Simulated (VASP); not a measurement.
OSZICAR of a VASP run on SiO2 (quartz):

File OSZICAR:
```
...
DAV:   2    -0.779071446476E+02   -0.64762E-03   -0.27791E-02  1126   0.108E+00    0.115E-01
DAV:   3    -0.779068675002E+02    0.27715E-03   -0.52068E-04  1151   0.176E-01    0.572E-02
DAV:   4    -0.779067737224E+02    0.93778E-04   -0.27662E-04  1136   0.126E-01    0.135E-02
DAV:   5    -0.779067771006E+02   -0.33781E-05   -0.47361E-05  1156   0.465E-02    0.119E-02
DAV:   6    -0.779067767045E+02    0.39606E-06   -0.54596E-07   698   0.537E-03
   6 F= -.77906777E+02 E0= -.77906777E+02  d E =-.166457E-02
       N       E                     dE             d eps       ncg     rms          rms(c)
DAV:   1    -0.779055786060E+02    0.11985E-02   -0.47064E+00   986   0.153E+01    0.659E-01
DAV:   2    -0.779082136682E+02   -0.26351E-02   -0.11491E-01  1131   0.219E+00    0.231E-01
DAV:   3    -0.779071076763E+02    0.11060E-02   -0.20574E-03  1151   0.353E-01    0.117E-01
DAV:   4    -0.779067157480E+02    0.39193E-03   -0.11979E-03  1136   0.263E-01    0.276E-02
DAV:   5    -0.779067318646E+02   -0.16117E-04   -0.20756E-04  1156   0.972E-02    0.251E-02
DAV:   6    -0.779067302310E+02    0.16336E-05   -0.25121E-06   878   0.108E-02    0.181E-02
DAV:   7    -0.779067289045E+02    0.13265E-05   -0.49386E-06  1118   0.193E-02    0.252E-03
DAV:   8    -0.779067288552E+02    0.49382E-07   -0.10412E-06   678   0.769E-03
   7 F= -.77906729E+02 E0= -.77906729E+02  d E =-.161672E-02
       N       E                     dE             d eps       ncg     rms          rms(c)
DAV:   1    -0.779067722076E+02   -0.43303E-04   -0.12360E+00   986   0.783E+00    0.329E-01
DAV:   2    -0.779074209582E+02   -0.64875E-03   -0.27718E-02  1126   0.109E+00    0.118E-01
DAV:   3    -0.779071250669E+02    0.29589E-03   -0.58262E-04  1151   0.182E-01    0.565E-02
DAV:   4    -0.779070348370E+02    0.90230E-04   -0.24890E-04  1136   0.118E-01    0.141E-02
DAV:   5    -0.779070365968E+02   -0.17598E-05   -0.42158E-05  1156   0.440E-02    0.113E-02
DAV:   6    -0.779070362224E+02    0.37438E-06   -0.56165E-07   698   0.554E-03
   8 F= -.77907036E+02 E0= -.77907036E+02  d E =-.192409E-02
       N       E                     dE             d eps       ncg     rms          rms(c)
DAV:   1    -0.779073693756E+02   -0.33278E-03   -0.28502E-02   986   0.119E+00    0.869E-02
DAV:   2    -0.779072767993E+02    0.92576E-04   -0.88013E-04  1106   0.191E-01    0.233E-02
DAV:   3    -0.779072671334E+02    0.96659E-05   -0.33421E-05  1116   0.376E-02    0.102E-02
DAV:   4    -0.779072646461E+02    0.24873E-05   -0.63215E-06  1141   0.175E-02    0.361E-03
DAV:   5    -0.779072644612E+02    0.18495E-06   -0.10298E-06   568   0.704E-03
   9 F= -.77907264E+02 E0= -.77907264E+02  d E =-.228239E-03
       N       E                     dE             d eps       ncg     rms          rms(c)
DAV:   1    -0.779087830391E+02   -0.15184E-02   -0.25750E-01   986   0.359E+00    0.259E-01
DAV:   2    -0.779079788032E+02    0.80424E-03   -0.80673E-03  1116   0.579E-01    0.698E-02
DAV:   3    -0.779078904850E+02    0.88318E-04   -0.29688E-04  1131   0.113E-01    0.303E-02
DAV:   4    -0.779078676296E+02    0.22855E-04   -0.57998E-05  1141   0.532E-02    0.106E-02
DAV:   5    -0.779078661626E+02    0.14670E-05   -0.10146E-05  1141   0.210E-02    0.572E-03
DAV:   6    -0.779078661345E+02    0.28114E-07   -0.29309E-07   673   0.363E-03
  10 F= -.77907866E+02 E0= -.77907866E+02  d E =-.829912E-03
       N       E                     dE             d eps       ncg     rms          rms(c)
DAV:   1    -0.779123539925E+02   -0.44878E-02   -0.10300E+00   986   0.718E+00    0.520E-01
DAV:   2    -0.779091386371E+02    0.32154E-02   -0.32749E-02  1116   0.117E+00    0.139E-01
DAV:   3    -0.779087869670E+02    0.35167E-03   -0.11650E-03  1131   0.225E-01    0.610E-02
DAV:   4    -0.779086945685E+02    0.92399E-04   -0.23338E-04  1141   0.107E-01    0.207E-02
DAV:   5    -0.779086892455E+02    0.53230E-05   -0.39520E-05  1141   0.417E-02    0.114E-02
DAV:   6    -0.779086891146E+02    0.13090E-06   -0.10542E-06   703   0.694E-03
  11 F= -.77908689E+02 E0= -.77908689E+02  d E =-.165289E-02
       N       E                     dE             d eps       ncg     rms          rms(c)
DAV:   1    -0.779236144898E+02   -0.14925E-01   -0.41214E+00   986   0.144E+01    0.105E+00
DAV:   2    -0.779106696165E+02    0.12945E-01   -0.13508E-01  1116   0.236E+00    0.278E-01
DAV:   3    -0.779092569071E+02    0.14127E-02   -0.45132E-03  1136   0.448E-01    0.123E-01
DAV:   4    -0.779088739387E+02    0.38297E-03   -0.95530E-04  1141   0.219E-01    0.395E-02
DAV:   5    -0.779088568543E+02    0.17084E-04   -0.15139E-04  1141   0.819E-02    0.231E-02
DAV:   6    -0.779088561799E+02    0.67442E-06   -0.35863E-06  1096   0.125E-02
  12 F= -.77908856E+02 E0= -.77908856E+02  d E =-.181996E-02
       N       E                     dE             d eps       ncg     rms          rms(c)
DAV:   1    -0.779112501845E+02   -0.23933E-02   -0.60242E-01   986   0.548E+00    0.398E-01
DAV:   2    -0.779092951573E+02    0.19550E-02   -0.18313E-02  1111   0.876E-01    0.109E-01
DAV:   3    -0.779090804369E+02    0.21472E-03   -0.74804E-04  1121   0.177E-01    0.466E-02
DAV:   4    -0.779090277343E+02    0.52703E-04   -0.13943E-04  1141   0.815E-02    0.173E-02
DAV:   5    -0.779090235354E+02    0.41989E-05   -0.26135E-05  1141   0.336E-02    0.872E-03
DAV:   6    -0.779090234856E+02    0.49792E-07   -0.84921E-07   693   0.610E-03
  13 F= -.77909023E+02 E0= -.77909023E+02  d E =-.198726E-02
       N       E                     dE             d eps       ncg     rms          rms(c)
DAV:   1    -0.779092737523E+02   -0.25022E-03   -0.66803E-02   986   0.182E+00    0.713E-02
DAV:   2    -0.779093131107E+02   -0.39358E-04   -0.14638E-03  1131   0.250E-01    0.257E-02
DAV:   3    -0.779092997853E+02    0.13325E-04   -0.30283E-05  1181   0.406E-02    0.127E-02
DAV:   4    -0.779092954768E+02    0.43085E-05   -0.11265E-05  1136   0.255E-02    0.329E-03
DAV:   5    -0.779092955010E+02   -0.24159E-07   -0.17827E-06   694   0.957E-03
  14 F= -.77909296E+02 E0= -.77909296E+02  d E =-.272015E-03
       N       E                     dE             d eps       ncg     rms          rms(c)
DAV:   1    -0.779097932447E+02   -0.49777E-03   -0.60159E-01   986   0.547E+00    0.212E-01
DAV:   2    -0.779101919838E+02   -0.39874E-03   -0.13368E-02  1136   0.753E-01    0.765E-02
DAV:   3    -0.779100766799E+02    0.11530E-03   -0.26205E-04  1189   0.120E-01    0.380E-02
DAV:   4    -0.779100376079E+02    0.39072E-04   -0.10439E-04  1136   0.781E-02    0.981E-03
DAV:   5    -0.779100383030E+02   -0.69505E-06   -0.18527E-05  1156   0.292E-02    0.761E-03
DAV:   6    -0.779100381219E+02    0.18111E-06   -0.25856E-07   683   0.388E-03
  15 F= -.77910038E+02 E0= -.77910038E+02  d E =-.101464E-02
       N       E                     dE             d eps       ncg     rms          rms(c)
DAV:   1    -0.779102042822E+02   -0.16598E-03   -0.24059E+00   986   0.109E+01    0.428E-01
DAV:   2    -0.779118055466E+02   -0.16013E-02   -0.54625E-02  1136   0.152E+00    0.154E-01
DAV:   3    -0.779113447659E+02    0.46078E-03   -0.10305E-03  1181   0.240E-01    0.772E-02
DAV:   4    -0.779111822587E+02    0.16251E-03   -0.43933E-04  1136   0.161E-01    0.193E-02
DAV:   5    -0.779111863540E+02   -0.40953E-05   -0.78785E-05  1151   0.600E-02    0.156E-02
DAV:   6    -0.779111856002E+02    0.75382E-06   -0.10008E-06   708   0.761E-03
  16 F= -.77911186E+02 E0= -.77911186E+02  d E =-.216211E-02
       N       E                     dE             d eps       ncg     rms          rms(c)
DAV:   1    -0.779080613198E+02    0.31250E-02   -0.96185E+00   986   0.219E+01    0.877E-01
DAV:   2    -0.779145647907E+02   -0.65035E-02   -0.22872E-01  1136   0.310E+00    0.309E-01
DAV:   3    -0.779127231260E+02    0.18417E-02   -0.40711E-03  1181   0.484E-01    0.159E-01
DAV:   4    -0.779120264209E+02    0.69671E-03   -0.19745E-03  1136   0.345E-01    0.390E-02
DAV:   5    -0.779120513867E+02   -0.24966E-04   -0.35925E-04  1151   0.128E-01    0.335E-02
DAV:   6    -0.779120481509E+02    0.32358E-05   -0.49385E-06  1115   0.152E-02    0.237E-02
DAV:   7    -0.779120456761E+02    0.24747E-05   -0.82070E-06  1141   0.238E-02    0.342E-03
DAV:   8    -0.779120456168E+02    0.59335E-07   -0.13485E-06   673   0.887E-03
  17 F= -.77912046E+02 E0= -.77912046E+02  d E =-.302213E-02
       N       E                     dE             d eps       ncg     rms          rms(c)
DAV:   1    -0.779123359897E+02   -0.29031E-03   -0.37585E-01   986   0.430E+00    0.189E-01
DAV:   2    -0.779125104179E+02   -0.17443E-03   -0.86888E-03  1136   0.609E-01    0.665E-02
DAV:   3    -0.779124238007E+02    0.86617E-04   -0.20196E-04  1121   0.105E-01    0.318E-02
DAV:   4    -0.779124003603E+02    0.23440E-04   -0.68354E-05  1141   0.617E-02    0.902E-03
DAV:   5    -0.779124001959E+02    0.16440E-06   -0.10810E-05  1131   0.227E-02    0.586E-03
DAV:   6    -0.779124001143E+02    0.81636E-07   -0.22785E-07   693   0.340E-03
  18 F= -.77912400E+02 E0= -.77912400E+02  d E =-.354497E-03
       N       E                     dE             d eps       ncg     rms          rms(c)
DAV:   1    -0.779124026089E+02   -0.24129E-05   -0.45166E-03  1026   0.472E-01    0.202E-02
DAV:   2    -0.779124054474E+02   -0.28385E-05   -0.10462E-04  1146   0.669E-02    0.726E-03
DAV:   3    -0.779124043823E+02    0.10651E-05   -0.20898E-06   721   0.114E-02    0.347E-03
DAV:   4    -0.779124041121E+02    0.27024E-06   -0.10469E-06   673   0.819E-03
  19 F= -.77912404E+02 E0= -.77912404E+02  d E =-.358495E-03
```

Which electronic solver shows in the log?

It is blocked Davidson (ALGO = Normal, or the opening steps of other solvers). The INCAR had ALGO = Normal.

Can the final energy be trusted as converged?

Self-consistency was reached. It stopped with EDIFF = 1E-6, NELM = 100, NSW = 60 and EDIFFG = -0.02 after 19 ionic steps (LDA (Ceperley-Alder, Perdew-Zunger), plane waves, VASP's LDA PAW potentials (set 64)). Energy and stress use the plane-wave basis of the starting cell.

The compound is SiO2 in the quartz structure. This run relaxes it. Symmetry was kept, so distortions that lower it aren't found. The start is the result of an earlier pass.
